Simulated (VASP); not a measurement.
OSZICAR of a VASP run on CoC (relaxed from the zinc blende structure, space group F-43m):

File OSZICAR:
```
       N       E                     dE             d eps       ncg     rms          rms(c)
DAV:   1     0.509549928008E+02    0.50955E+02   -0.60029E+03  3488   0.116E+03
DAV:   2    -0.151154886028E+02   -0.66070E+02   -0.59926E+02  3604   0.212E+02
DAV:   3    -0.197199865298E+02   -0.46045E+01   -0.44287E+01  4220   0.609E+01
DAV:   4    -0.198128585385E+02   -0.92872E-01   -0.92692E-01  3928   0.929E+00
DAV:   5    -0.198151191206E+02   -0.22606E-02   -0.22604E-02  4164   0.151E+00    0.211E+01
DAV:   6    -0.316443371510E+02   -0.11829E+02   -0.18944E+02  3836   0.189E+02    0.436E+01
DAV:   7    -0.150547599015E+02    0.16590E+02   -0.54467E+01  4036   0.119E+02    0.709E+00
DAV:   8    -0.151220454708E+02   -0.67286E-01   -0.19186E+00  4212   0.146E+01    0.325E+00
DAV:   9    -0.151777647365E+02   -0.55719E-01   -0.25628E-01  4704   0.525E+00    0.181E+00
DAV:  10    -0.151823163912E+02   -0.45517E-02   -0.67622E-02  5276   0.256E+00    0.711E-01
DAV:  11    -0.151850451535E+02   -0.27288E-02   -0.25917E-02  5356   0.158E+00    0.254E-01
DAV:  12    -0.151853519205E+02   -0.30677E-03   -0.57920E-03  3880   0.818E-01    0.101E-01
DAV:  13    -0.151853660283E+02   -0.14108E-04   -0.29514E-04  4816   0.179E-01    0.451E-02
DAV:  14    -0.151853590276E+02    0.70006E-05   -0.94001E-05  4864   0.110E-01    0.292E-02
DAV:  15    -0.151853652687E+02   -0.62411E-05   -0.39130E-05  4692   0.686E-02    0.948E-03
DAV:  16    -0.151853653412E+02   -0.72494E-07   -0.15511E-06  1972   0.119E-02
   1 F= -.15185365E+02 E0= -.15185485E+02  d E =-.151854E+02  mag=     0.0005
       N       E                     dE             d eps       ncg     rms          rms(c)
DAV:   1    -0.475093427453E+02   -0.32324E+02   -0.40502E+02  4000   0.330E+02    0.649E+01
DAV:   2    -0.344464262986E+02    0.13063E+02   -0.28717E+02  3528   0.314E+02    0.300E+01
DAV:   3    -0.173090026015E+02    0.17137E+02   -0.12144E+02  4016   0.196E+02    0.144E+01
DAV:   4    -0.158467702273E+02    0.14622E+01   -0.64656E+00  4600   0.351E+01    0.100E+01
DAV:   5    -0.155543219727E+02    0.29245E+00   -0.23874E-01  4616   0.526E+00    0.343E+00
DAV:   6    -0.155104089599E+02    0.43913E-01   -0.94122E-02  4196   0.486E+00    0.283E-01
DAV:   7    -0.155105417112E+02   -0.13275E-03   -0.58753E-03  4376   0.107E+00    0.130E-01
DAV:   8    -0.155105400149E+02    0.16962E-05   -0.35806E-04  4092   0.193E-01    0.810E-02
DAV:   9    -0.155105095267E+02    0.30488E-04   -0.86042E-05  4592   0.101E-01    0.271E-02
DAV:  10    -0.155105091397E+02    0.38697E-06   -0.10739E-05  4992   0.381E-02    0.127E-02
DAV:  11    -0.155105089853E+02    0.15441E-06   -0.19056E-07  2080   0.492E-03
   2 F= -.15510509E+02 E0= -.15510023E+02  d E =-.325144E+00  mag=     0.0000
       N       E                     dE             d eps       ncg     rms          rms(c)
DAV:   1    -0.227635024929E+02   -0.72530E+01   -0.91615E+01  3596   0.185E+02    0.215E+01
DAV:   2    -0.276552281535E+02   -0.48917E+01   -0.16010E+02  4136   0.211E+02    0.235E+01
DAV:   3    -0.165230824521E+02    0.11132E+02   -0.36735E+01  3592   0.102E+02    0.794E+00
DAV:   4    -0.164199776762E+02    0.10310E+00   -0.10321E+00  3944   0.103E+01    0.536E+00
DAV:   5    -0.163015221846E+02    0.11846E+00   -0.28467E-01  4436   0.730E+00    0.147E+00
DAV:   6    -0.162930086465E+02    0.85135E-02   -0.24884E-02  3944   0.291E+00    0.553E-01
DAV:   7    -0.162931736823E+02   -0.16504E-03   -0.55426E-03  4692   0.100E+00    0.185E-01
DAV:   8    -0.162927726178E+02    0.40106E-03   -0.22192E-03  4008   0.777E-01    0.795E-03
DAV:   9    -0.162927781805E+02   -0.55628E-05   -0.60088E-05  3928   0.682E-02    0.536E-03
DAV:  10    -0.162927783955E+02   -0.21498E-06   -0.92775E-07  2664   0.118E-02
   3 F= -.16292778E+02 E0= -.16292651E+02  d E =-.110741E+01  mag=     0.0000
       N       E                     dE             d eps       ncg     rms          rms(c)
DAV:   1    -0.163022780252E+02   -0.94998E-02   -0.10945E-01  3736   0.600E+00    0.846E-01
DAV:   2    -0.163126107713E+02   -0.10333E-01   -0.23333E-01  3972   0.783E+00    0.110E+00
DAV:   3    -0.162944406695E+02    0.18170E-01   -0.10309E-01  3884   0.508E+00    0.167E-01
DAV:   4    -0.162941268660E+02    0.31380E-03   -0.11844E-03  3704   0.408E-01    0.514E-02
DAV:   5    -0.162941003946E+02    0.26471E-04   -0.60885E-05  5140   0.710E-02    0.227E-02
DAV:   6    -0.162940945335E+02    0.58611E-05   -0.18658E-05  5056   0.434E-02    0.355E-03
DAV:   7    -0.162940944738E+02    0.59684E-07   -0.67613E-07  2200   0.893E-03
   4 F= -.16294094E+02 E0= -.16293953E+02  d E =-.110873E+01  mag=     0.0000
       N       E                     dE             d eps       ncg     rms          rms(c)
DAV:   1    -0.162997094915E+02   -0.56150E-02   -0.78436E-02  3716   0.510E+00    0.715E-01
DAV:   2    -0.163068194492E+02   -0.71100E-02   -0.16383E-01  3992   0.659E+00    0.915E-01
DAV:   3    -0.162941298785E+02    0.12690E-01   -0.71849E-02  3884   0.426E+00    0.142E-01
DAV:   4    -0.162939042917E+02    0.22559E-03   -0.83690E-04  3704   0.344E-01    0.438E-02
DAV:   5    -0.162938851030E+02    0.19189E-04   -0.44710E-05  5160   0.615E-02    0.189E-02
DAV:   6    -0.162938811272E+02    0.39758E-05   -0.12522E-05  4572   0.359E-02    0.299E-03
DAV:   7    -0.162938810867E+02    0.40454E-07   -0.66067E-07  2300   0.890E-03
   5 F= -.16293881E+02 E0= -.16293727E+02  d E =-.110852E+01  mag=     0.0000
       N       E                     dE             d eps       ncg     rms          rms(c)
DAV:   1    -0.163054453717E+02   -0.11564E-01   -0.15573E-01  3704   0.718E+00    0.100E+00
DAV:   2    -0.163204445546E+02   -0.14999E-01   -0.33420E-01  4000   0.940E+00    0.132E+00
DAV:   3    -0.162943233398E+02    0.26121E-01   -0.14408E-01  3840   0.601E+00    0.202E-01
DAV:   4    -0.162938924248E+02    0.43091E-03   -0.15172E-03  3696   0.444E-01    0.715E-02
DAV:   5    -0.162938410852E+02    0.51340E-04   -0.12429E-04  5128   0.115E-01    0.248E-02
DAV:   6    -0.162938339025E+02    0.71827E-05   -0.21944E-05  5244   0.436E-02    0.368E-03
DAV:   7    -0.162938340258E+02   -0.12324E-06   -0.47484E-07  2168   0.761E-03
   6 F= -.16293834E+02 E0= -.16293697E+02  d E =0.470610E-04  mag=     0.0000
       N       E                     dE             d eps       ncg     rms          rms(c)
DAV:   1    -0.162972786330E+02   -0.34447E-02   -0.41759E-02  3708   0.371E+00    0.522E-01
DAV:   2    -0.163011752656E+02   -0.38966E-02   -0.88582E-02  3976   0.483E+00    0.675E-01
DAV:   3    -0.162942924244E+02    0.68828E-02   -0.38869E-02  3856   0.313E+00    0.104E-01
DAV:   4    -0.162941725264E+02    0.11990E-03   -0.44383E-04  3720   0.249E-01    0.326E-02
DAV:   5    -0.162941619240E+02    0.10602E-04   -0.25064E-05  5120   0.464E-02    0.137E-02
DAV:   6    -0.162941598637E+02    0.20603E-05   -0.59024E-06  2588   0.256E-02    0.244E-03
DAV:   7    -0.162941598660E+02   -0.23049E-08   -0.83180E-07  1976   0.122E-02
   7 F= -.16294160E+02 E0= -.16294014E+02  d E =-.278779E-03  mag=     0.0000
```

Task: Which electronic solver shows in the log?

Result: It is blocked Davidson (ALGO = Normal, or the opening steps of other solvers). The INCAR had ALGO = Normal.

Task: How was spin treated?

Result: Collinear spin (ISPIN = 2): the summary line carries one mag value, 0.00 μB in the cell.

Task: Can the final energy be trusted as converged?

Result: The calculation finished and met its thresholds. It stopped with EDIFF = 1E-6, NELM = 100, NSW = 60 and EDIFFG = -0.01 after 7 ionic steps (PBEsol GGA, plane waves, VASP's PBE PAW potentials (set 64)). Energy and stress use the plane-wave basis of the starting cell.

The structure was generated: CoC was put into the zinc blende type (F-43m), which need not be its known phase. This run relaxes it. Symmetry was kept, so distortions that lower it aren't found.
